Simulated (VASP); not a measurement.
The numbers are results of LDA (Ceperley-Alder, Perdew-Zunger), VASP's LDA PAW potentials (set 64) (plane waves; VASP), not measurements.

VASP input:

File POSCAR:
```
MoTe2
1.0
  1.7368435503  -3.0083008692   0.0000000000
  1.7368435503   3.0083008692   0.0000000000
  0.0000000000   0.0000000000  13.7633749992
Te Mo
4 2
Cartesian
  1.7368435503   1.0027689619  12.1219308646
  1.7368435503  -1.0027689619   5.2402433650
  1.7368435503  -1.0027689619   1.6414441346
  1.7368435503   1.0027689619   8.5231316342
  1.7368435503   1.0027689619   3.4408437498
  1.7368435503  -1.0027689619  10.3225312494
```

### KPOINTS
```
Automatic mesh
0
Gamma
8 8 2
0 0 0
```

### INCAR
```
ALGO = Normal
EDIFF = 1E-7
ENCUT = 520
ISIF = 2
ISMEAR = -5
LASPH = .TRUE.
LCHARG = .TRUE.
LEFG = .TRUE.
LMAXMIX = 4
LORBIT = 11
LREAL = .FALSE.
LWAVE = .FALSE.
NEDOS = 601
NELM = 100
PREC = Accurate
SYSTEM = MoTe2
```

POTCAR, in this order: Te Mo_sv (LDA.64 set). Program: vasp_std.

The run wrote:

### OSZICAR
```
       N       E                     dE             d eps       ncg     rms          rms(c)
DAV:   1     0.431064898183E+03    0.43106E+03   -0.27134E+04  1416   0.151E+03
DAV:   2    -0.161457994490E+02   -0.44721E+03   -0.43827E+03  1529   0.368E+02
DAV:   3    -0.419051044596E+02   -0.25759E+02   -0.25514E+02  1550   0.733E+01
DAV:   4    -0.426059419378E+02   -0.70084E+00   -0.69883E+00  1520   0.119E+01
DAV:   5    -0.426272278253E+02   -0.21286E-01   -0.21274E-01  1634   0.207E+00    0.237E+01
DAV:   6    -0.417135562334E+02    0.91367E+00   -0.76814E+00  1520   0.151E+01    0.905E+00
DAV:   7    -0.416397328476E+02    0.73823E-01   -0.71812E+00  1406   0.115E+01    0.636E+00
DAV:   8    -0.412677055417E+02    0.37203E+00   -0.16366E+00  1472   0.616E+00    0.307E+00
DAV:   9    -0.412709381775E+02   -0.32326E-02   -0.22547E-01  1632   0.217E+00    0.136E+00
DAV:  10    -0.412629407908E+02    0.79974E-02   -0.53346E-02  1505   0.125E+00    0.312E-01
DAV:  11    -0.412630693560E+02   -0.12857E-03   -0.27504E-03  1634   0.256E-01    0.318E-01
DAV:  12    -0.412630563893E+02    0.12967E-04   -0.39722E-04  1492   0.843E-02    0.172E-01
DAV:  13    -0.412630027090E+02    0.53680E-04   -0.12626E-04  1515   0.673E-02    0.100E-01
DAV:  14    -0.412629946333E+02    0.80757E-05   -0.32906E-05  1569   0.228E-02    0.524E-02
DAV:  15    -0.412629946212E+02    0.12098E-07   -0.16647E-06  1335   0.566E-03    0.333E-02
DAV:  16    -0.412629937020E+02    0.91920E-06   -0.14796E-06  1522   0.639E-03    0.216E-02
DAV:  17    -0.412629933667E+02    0.33530E-06   -0.11007E-06  1444   0.497E-03    0.423E-03
DAV:  18    -0.412629933478E+02    0.18907E-07   -0.37343E-08   816   0.105E-03
   1 F= -.41262993E+02 E0= -.41262993E+02  d E =0.000000E+00
```

File OUTCAR:
```
------------------------ aborting loop because EDIFF is reached ----------------------------------------
  FORCE on cell =-STRESS in cart. coord.  units (eV):
  Direction    XX          YY          ZZ          XY          YZ          ZX
  --------------------------------------------------------------------------------------
  Total        0.0507471      0.0507471      0.0402708      0.0000000     -0.0000000      0.0000000
  in kB        0.5653081      0.5653079      0.4486053      0.0000000     -0.0000000      0.0000000
  external PRESSURE =       0.5264071 kB  Pullay stress =       0.0000000 kB
  volume of cell :      143.83
      direct lattice vectors                 reciprocal lattice vectors
     1.736843550 -3.008300869  0.000000000     0.287878548 -0.166206780  0.000000000
     1.736843550  3.008300869  0.000000000     0.287878548  0.166206780  0.000000000
     0.000000000  0.000000000 13.763374999     0.000000000  0.000000000  0.072656598
 POSITION                                       TOTAL-FORCE (eV/Angst)
 -----------------------------------------------------------------------------------
      1.73684      1.00277     12.12193         0.000000     -0.000000      0.000899
      1.73684     -1.00277      5.24024         0.000000     -0.000000      0.000899
      1.73684     -1.00277      1.64144         0.000000      0.000000     -0.000899
      1.73684      1.00277      8.52313         0.000000     -0.000000     -0.000899
      1.73684      1.00277      3.44084        -0.000000      0.000000     -0.000000
      1.73684     -1.00277     10.32253        -0.000000     -0.000000     -0.000000
 -----------------------------------------------------------------------------------
    total drift:                                0.000240      0.001594     -0.000025
  FREE ENERGIE OF THE ION-ELECTRON SYSTEM (eV)
  ---------------------------------------------------
  free  energy   TOTEN  =       -41.2629933478 eV

  energy  without entropy=      -41.2629933478  energy(sigma->0) =      -41.26299335

 total charge

# of ion       s       p       d       tot
------------------------------------------
    1        1.392   1.994   0.073   3.459
    2        1.392   1.994   0.073   3.459
    3        1.392   1.994   0.073   3.459
    4        1.392   1.994   0.073   3.459
    5        2.264   6.155   4.042  12.461
    6        2.264   6.155   4.042  12.461
--------------------------------------------------
tot         10.095  20.287   8.375  38.757

 Electric field gradients after diagonalization (V/A^2)
 (convention: |V_zz| > |V_xx| > |V_yy|)
----------------------------------------------------------------------
 ion       V_xx      V_yy      V_zz     asymmetry (V_yy - V_xx)/ V_zz
----------------------------------------------------------------------
   1      89.100    89.100  -178.200       0.000
   2      89.100    89.100  -178.200       0.000
   3      89.100    89.100  -178.200       0.000
   4      89.100    89.100  -178.200       0.000
   5      37.100    37.095   -74.195       0.000
   6      37.100    37.095   -74.195       0.000
```
(Selected blocks of OUTCAR.)

**OUTCAR**
```
 val. band max:        8.5741148673   @ k =   0.0000   0.0000   0.0000

 cond. band min:       9.3050263004   @ k =   0.2500   0.1250   0.0000


 Fermi energy:         8.6555278202

 k-point     1 :       0.0000    0.0000    0.0000
  band No.  band energies     occupation
      1     -51.8790      2.00000
      2     -51.8790      2.00000
      3     -26.2668      2.00000
      4     -26.2668      2.00000
      5     -26.0977      2.00000
      6     -26.0977      2.00000
      7     -26.0977      2.00000
      8     -26.0977      2.00000
      9      -4.7232      2.00000
     10      -4.3388      2.00000
     11      -3.8603      2.00000
     12      -3.2597      2.00000
     13       2.4415      2.00000
     14       3.9036      2.00000
     15       5.2300      2.00000
     16       6.6955      2.00000
     17       6.6955      2.00000
     18       6.7132      2.00000
     19       6.7132      2.00000
     20       7.3642      2.00000
     21       7.5058      2.00000
     22       7.5058      2.00000
     23       7.5462      2.00000
     24       7.5462      2.00000
     25       8.3277      2.00000
     26       8.5741      2.00000
     27      11.5708      0.00000
     28      11.5708      0.00000
     29      11.7272      0.00000
     30      11.7277      0.00000
     31      11.8022      0.00000

 k-point     2 :       0.1250    0.0000    0.0000
  band No.  band energies     occupation
      1     -51.8772      2.00000
      2     -51.8772      2.00000
      3     -26.2617      2.00000
      4     -26.2617      2.00000
      5     -26.1206      2.00000
      6     -26.1206      2.00000
      7     -26.1030      2.00000
      8     -26.1030      2.00000
      9      -4.4921      2.00000
     10      -4.1113      2.00000
     11      -3.6889      2.00000
     12      -3.1130      2.00000
     13       2.6947      2.00000
     14       4.1410      2.00000
     15       5.1202      2.00000
     16       6.2014      2.00000
     17       6.2513      2.00000
...
```

Unless said otherwise, spin-orbit coupling is left out, though it shifts the bands of the heavy elements here.

The compound is MoTe2 in the 2H layered structure. It was relaxed first.
